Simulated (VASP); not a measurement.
# YAg2I4Cl (P1) in VASP: single point with PBE

Aim: the single point of YAg2I4Cl with PBE.

Program: VASP 6.6.1. These are calculated values, not measurements. Logs are shortened: lines on timing, memory, paths and dates and some standing lists are left out, and cuts for length are marked.

### Step 1. The crystal as given

The typed cell holds 8 atoms: a = 4.633 Å, b = 4.697 Å, c = 10.696 Å, α = 89.71°, β = 91.87°, γ = 88.82°.

The cell was built by a generator and needn't be a form met in nature.

### Step 2. Single point, PBE

Input file INCAR:

```
PREC = Accurate
ENCUT = 520
EDIFF = 1E-6
ISMEAR = -1
SIGMA = 0.1
LREAL = F
LASPH = T
NELM = 100
ALGO = Fast
ISIF = 2
LWAVE = F
LCHARG = T
GGA = PE
LELF = T
LVHAR = T
NBANDS = 44
```

Input file KPOINTS:

```
regular mesh
0
Gamma
  4 4 2
```

Input file POSCAR:

```
YAg2I4Cl
1.0
    4.6321370000      0.0483230000     -0.0757800000
    0.0483230000      4.6968530000      0.0121730000
   -0.1749160000      0.0280980000     10.6942430000
I Y Cl Ag
4 1 1 2
Direct
    0.5093160000      0.9830210000      0.8388300000
    0.9828890000      0.5047670000      0.8498800000
    0.5183490000      0.9973640000      0.1665580000
    0.0165730000      0.5126230000      0.1592000000
    0.9852120000      0.0047840000      0.9988680000
    0.9863470000      0.0028400000      0.4979810000
    0.5496810000      0.5122790000      0.7266840000
    0.5031050000      0.4759420000      0.2610430000
```

Potentials or basis: VASP PAW PBE potentials, release 64 (I, Y_sv, Cl, Ag).

Command:

```sh
$ cat potpaw_PBE.64/I/POTCAR potpaw_PBE.64/Y_sv/POTCAR potpaw_PBE.64/Cl/POTCAR potpaw_PBE.64/Ag/POTCAR > POTCAR
$ mpirun -np 1 vasp_std > vasp.out
```

OUTCAR:

```text
PREC = Accurate
   ENCUT = 520
   EDIFF = 1E-6
   ISMEAR = -1
   LREAL = F
   LASPH = T
   NELM = 100
   ISIF = 2
   GGA = PE

 ion  position               nearest neighbor table
   1  0.509  0.983  0.839-   7 2.53   5 2.75   7 2.77   5 3.02   2 3.11   2 3.32   2 3.35   2 3.43
                             3 3.51
   2  0.983  0.505  0.850-   7 2.36   5 2.83   5 2.84   7 2.98   1 3.11   4 3.31   1 3.32   1 3.35
                             1 3.43
   3  0.518  0.997  0.167-   8 2.47   8 2.65   5 2.86   5 3.00   4 3.21   4 3.29   4 3.32   4 3.38
                             1 3.51
   4  0.017  0.513  0.159-   8 2.47   8 2.66   5 2.87   5 2.95   3 3.21   3 3.29   2 3.31   3 3.32
                             3 3.38
   5  0.985  0.005  0.999-   1 2.75   2 2.83   2 2.84   3 2.86   4 2.87   4 2.95   3 3.00   1 3.02

   6  0.986  0.003  0.498-
   7  0.550  0.512  0.727-   2 2.36   1 2.53   1 2.77   2 2.98
   8  0.503  0.476  0.261-   3 2.47   4 2.47   3 2.65   4 2.66

  LATTYP: Found a triclinic cell.
 ALAT       =     4.6330088396
 B/A-ratio  =     2.5456745229
 C/A-ratio  =     1.0138373382
 COS(alpha) =     0.0035412845
 COS(beta)  =     0.0206730417
 COS(gamma) =     0.4224574936

  Lattice vectors:

 A1 = (   4.6321370000,   0.0483230000,  -0.0757800000)
 A2 = (   4.8070530000,   0.0202250000, -10.7700230000)
 A3 = (   0.0483230000,   4.6968530000,   0.0121730000)

Analysis of symmetry for initial positions (statically):
=====================================================================
 Subroutine PRICEL returns:
 Original cell was already a primitive cell.

 Routine SETGRP: Setting up the symmetry group for a
 triclinic supercell.

 Subroutine GETGRP returns: Found  1 space group operations
 (whereof  1 operations were pure point group operations)
 out of a pool of  2 trial point group operations.

The static configuration has the point symmetry C_1 .

Analysis of symmetry for dynamics (positions and initial velocities):
=====================================================================
 Subroutine PRICEL returns:
 Original cell was already a primitive cell.

 Routine SETGRP: Setting up the symmetry group for a
 triclinic supercell.

 Subroutine GETGRP returns: Found  1 space group operations
 (whereof  1 operations were pure point group operations)
 out of a pool of  2 trial point group operations.

The dynamic configuration has the point symmetry C_1 .

 Subroutine INISYM returns: Found  1 space group operations
 (whereof  1 operations are pure point group operations),
 and found     1 'primitive' translations

----------------------------------------------------------------------------------------

                                     Primitive cell

  volume of cell :     232.5799

  direct lattice vectors                    reciprocal lattice vectors
     4.632137000  0.048323000 -0.075780000     0.215964238 -0.002231092  0.003538192
     0.048323000  4.696853000  0.012173000    -0.002231092  0.212933014 -0.000595951
    -0.174916000  0.028098000 10.694243000     0.001532874 -0.000258186  0.093534005

  length of vectors
     4.633008840  4.697117350 10.695710283     0.216004742  0.212945537  0.093546921

  position of ions in fractional coordinates (direct lattice)
     0.509316000  0.983021000  0.838830000
     0.982889000  0.504767000  0.849880000
     0.518349000  0.997364000  0.166558000
     0.016573000  0.512623000  0.159200000
     0.985212000  0.004784000  0.998868000
     0.986347000  0.002840000  0.497981000
     0.549681000  0.512279000  0.726684000
     0.503105000  0.475942000  0.261043000

  ion indices of the primitive-cell ions
   primitive index   ion index
                 1           1
                 2           2
                 3           3
                 4           4
                 5           5
                 6           6
                 7           7
                 8           8

----------------------------------------------------------------------------------------

 KPOINTS: regular mesh

Automatic generation of k-mesh.
 Grid dimensions read from file:
 generate k-points for:    4    4    2

 Generating k-lattice:

  Cartesian coordinates                     Fractional coordinates (reciprocal lattice)
     0.053991059 -0.000557773  0.000884548     0.250000000 -0.000000000  0.000000000
    -0.000557773  0.053233254 -0.000148988     0.000000000  0.250000000  0.000000000
     0.000766437 -0.000129093  0.046767003     0.000000000 -0.000000000  0.500000000

  Length of vectors
     0.054001186  0.053236384  0.046773461

  Shift w.r.t. Gamma in fractional coordinates (k-lattice)
     0.000000000  0.000000000  0.000000000

 Subroutine IBZKPT returns following result:
 ===========================================

 Found     20 irreducible k-points:

 Following reciprocal coordinates:
            Coordinates               Weight
  0.000000  0.000000  0.000000      1.000000
  0.250000  0.000000  0.000000      2.000000
  0.500000  0.000000  0.000000      1.000000
 -0.000000  0.250000  0.000000      2.000000
  0.250000  0.250000  0.000000      2.000000
  0.500000  0.250000  0.000000      2.000000
[... 12 lines left out ...]
  0.250000  0.500000  0.500000      2.000000
  0.500000  0.500000  0.500000      1.000000
   k-points           NKPTS =     20   k-points in BZ     NKDIM =     20   number of bands    NBANDS=     44
   number of dos      NEDOS =    301   number of ions     NIONS =      8
   total plane-waves  NPLWV = 103680
   dimension x,y,z NGX =    36 NGY =   36 NGZ =   80
   dimension x,y,z NGXF=    72 NGYF=   72 NGZF=  160
   ions per type =               4   1   1   2
   NGX,Y,Z   is equivalent  to a cutoff of  12.92, 12.74, 12.43 a.u.
   NGXF,Y,Z  is equivalent  to a cutoff of  25.84, 25.48, 24.87 a.u.
 SYSTEM =  unknown system
   PREC   = accura    normal or accurate (medium, high low for compatibility)
   ISTART =      0    job   : 0-new  1-cont  2-samecut
   ICHARG =      2    charge: 1-file 2-atom 10-const
   ISPIN  =      1    spin polarized calculation?
   LNONCOLLINEAR =      F non collinear calculations
   LSORBIT =      F    spin-orbit coupling
   LASPH  =      T    aspherical Exc in radial PAW
   ENCUT  =  520.0 eV  38.22 Ry    6.18 a.u.   8.61  8.73 19.89*2*pi/ulx,y,z
   NELM   =    100;   NELMIN=  2; NELMDL= -5     # of ELM steps
   EDIFF  = 0.1E-05   stopping-criterion for ELM
   LREAL  =      F    real-space projection
   EDIFFG = 0.1E-04   stopping-criterion for IOM
   NSW    =      0    number of steps for IOM
   IBRION =     -1    ionic relax: 0-MD 1-quasi-New 2-CG
   NFREE  =      0    steps in history (QN), initial steepest desc. (CG)
   ISIF   =      2    stress and relaxation
   ISYM   =      2    0-nonsym 1-usesym 2-fastsym
   POTIM  = 0.5000    time-step for ionic-motion
   TEBEG  =    0.0;   TEEND  =   0.0 temperature during run
   PSTRESS=    0.0 pullay stress
   NELECT =      68.0000    total number of electrons
   NUPDOWN=      -1.0000    fix difference up-down
   EMIN   =  10.00;   EMAX   =-10.00  energy-range for DOS
   EFERMI =   0.00;   METHOD = LEGACY
   ISMEAR =    -1;   SIGMA  =   0.10  broadening in eV -4-tet -1-fermi 0-gaus
   EFERMI_NEDOS =   21; number of points for ismear=-14 and -15
   IALGO  =     68    algorithm
   IMIX   =      4    mixing-type and parameters
     AMIX     =   0.40;   BMIX     =  1.00
     AMIX_MAG =   1.60;   BMIX_MAG =  1.00
  volume/ion in A,a.u.               =      29.07       196.19
  Fermi-wavevector in a.u.,A,eV,Ry     =   1.086560  2.053301 16.063211  1.180613
  Thomas-Fermi vector in A             =   2.222700
   LORBIT       =      0    0 simple, 1 ext, 2 COOP (PROOUT), +10 PAW based schemes
   GGA     = PE    functional components
   LHFCALC =     F    Hartree Fock is set to
   AEXX    =    0.0000 exact exchange contribution
   IVDW    =     0    specifies the selected vdW correction
   LEPSILON=     F    determine dielectric tensor
   LRPA    =     F    only Hartree local field effects (RPA)
 non-spin polarized calculation
 RMM-DIIS sequential band-by-band and
  energy-cutoff  :      520.00
  volume of cell :      232.58
 maximum number of plane-waves:      6292
 NGX is ok and might be reduce to    36
   NGX = 17   NGY = 17   NGZ = 39

 number of electron      68.0000001 magnetization

 Free energy of the ion-electron system (eV)
  ---------------------------------------------------
  ext. energy  EPLUGINS =         0.00000000
  ---------------------------------------------------
  free energy    TOTEN  =       -16.90414967 eV

  energy without entropy =      -16.83218981  energy(sigma->0) =      -16.86816974

 E-fermi :   5.2546     XC(G=0):  -8.9954

 val. band max:        5.2186452844   @ k =   0.2500   0.2500   0.0000
 cond. band min:       5.3394691987   @ k =   0.5000   0.2500   0.0000
 fundamental gap:      0.1208239142
 Fermi energy:         5.2545610487

 k-point     1 :       0.0000    0.0000    0.0000
  band No.  band energies     occupation
      1     -37.8935      2.00000
      2     -18.1861      2.00000
      3     -18.0869      2.00000
      4     -18.0708      2.00000
      5     -10.8033      2.00000
      6     -10.0691      2.00000
[... 36 lines left out ...]
     43       9.0838      0.00000
     44       9.7116      0.00000

 k-point     2 :       0.2500    0.0000    0.0000
  band No.  band energies     occupation
      1     -37.8927      2.00000
      2     -18.1804      2.00000
      3     -18.1172      2.00000
      4     -18.0765      2.00000
      5     -10.4882      2.00000
      6      -9.8657      2.00000
[... 36 lines left out ...]
     43       9.7098      0.00000
     44       9.9961      0.00000

 k-point     3 :       0.5000    0.0000    0.0000
  band No.  band energies     occupation
      1     -37.8919      2.00000
      2     -18.1947      2.00000
      3     -18.1331      2.00000
      4     -18.0753      2.00000
      5      -9.9321      2.00000
      6      -9.4703      2.00000
[... 36 lines left out ...]
     43      10.8727      0.00000
     44      11.3720      0.00000

 k-point     4 :      -0.0000    0.2500    0.0000
  band No.  band energies     occupation
      1     -37.8927      2.00000
      2     -18.1732      2.00000
      3     -18.1332      2.00000
      4     -18.0735      2.00000
      5     -10.4631      2.00000
      6      -9.8676      2.00000
[... 694 lines left out ...]
     43      10.7867      0.00000
     44      11.1959      0.00000

 k-point    19 :       0.2500    0.5000    0.5000
  band No.  band energies     occupation
      1     -37.8911      2.00000
      2     -18.1816      2.00000
      3     -18.1598      2.00000
      4     -18.1029      2.00000
      5      -9.6201      2.00000
      6      -9.3640      2.00000
[... 36 lines left out ...]
     43       9.8653      0.00000
     44      11.4158      0.00000

 k-point    20 :       0.5000    0.5000    0.5000
  band No.  band energies     occupation
      1     -37.8902      2.00000
      2     -18.1883      2.00000
      3     -18.1746      2.00000
      4     -18.1100      2.00000
      5      -9.4518      2.00000
      6      -9.2543      2.00000
[... 36 lines left out ...]
     43      10.3612      0.00000
     44      10.7098      0.00000

------------------------ aborting loop because EDIFF is reached ----------------------------------------

  FORCE on cell =-STRESS in cart. coord.  units (eV):
  Direction    XX          YY          ZZ          XY          YZ          ZX
  --------------------------------------------------------------------------------------
  -------------------------------------------------------------------------------------
  Total       41.4658045     41.2929200     20.4770592     -1.7476052      2.3157956      6.3375304
  in kB      285.6462063    284.4552538    141.0606730    -12.0387586     15.9528611     43.6574557
  external PRESSURE =     237.0540444 kB  Pullay stress =       0.0000000 kB

 VOLUME and BASIS-vectors are now :
 -----------------------------------------------------------------------------
  energy-cutoff  :      520.00
  volume of cell :      232.58
      direct lattice vectors                 reciprocal lattice vectors
     4.632137000  0.048323000 -0.075780000     0.215964238 -0.002231092  0.003538192
     0.048323000  4.696853000  0.012173000    -0.002231092  0.212933014 -0.000595951
    -0.174916000  0.028098000 10.694243000     0.001532874 -0.000258186  0.093534005

 POSITION                                       TOTAL-FORCE (eV/Angst)
 -----------------------------------------------------------------------------------
      2.26000      4.66529      8.94402        -2.273838      1.782858     -1.237441
      4.42861      2.44219      9.02048         4.150999     -0.704982      0.247078
      2.42013      4.71420      1.75407        -0.256614     -0.884129      0.369804
      0.07369      2.41299      1.70751        -1.059994     -0.355033      0.397323
      4.38915      0.09814     10.60754         1.369423      0.352596      0.757356
      4.48193      0.07499      5.25082        -0.089101      0.031891      0.065727
      2.44384      2.45308      7.73592        -3.017373     -1.173084     -4.336758
      2.30779      2.26708      2.75933         1.176498      0.949883      3.736910
 -----------------------------------------------------------------------------------
    total drift:                               -0.000547     -0.000266     -0.000213

  FREE ENERGIE OF THE ION-ELECTRON SYSTEM (eV)
  ---------------------------------------------------
  free  energy   TOTEN  =       -16.9041496678 eV

  energy  without entropy=      -16.8321898084  energy(sigma->0) =      -16.86816974
```

Run time: 5.1 min. Hardware: 1 thread of Intel Xeon Platinum 8488C (Sapphire Rapids), shared host; peak memory 0.44 GiB.

What came out:

- Free energy: -16.9041 eV
- Pressure: 23.7 GPa
- Largest force: 5.412 eV/Å
- Band gap on the k mesh: none (metal or under the smearing width)

Forces in eV/Å, atoms in the order of the input:
```
I   -2.274  1.783 -1.237
I    4.151 -0.705  0.247
I   -0.257 -0.884  0.370
I   -1.060 -0.355  0.397
Y    1.369  0.353  0.757
Cl  -0.089  0.032  0.066
Ag  -3.017 -1.173 -4.337
Ag   1.176  0.950  3.737
```

Caveat: so large a pressure means that the cell lies far from this level's equilibrium, or that cutoff or potentials fall short; forces of over 1 eV/Å show positions far from the minimum, so gaps and moduli don't describe the material at rest. Spin-orbit coupling is left out, which matters for the levels of I.
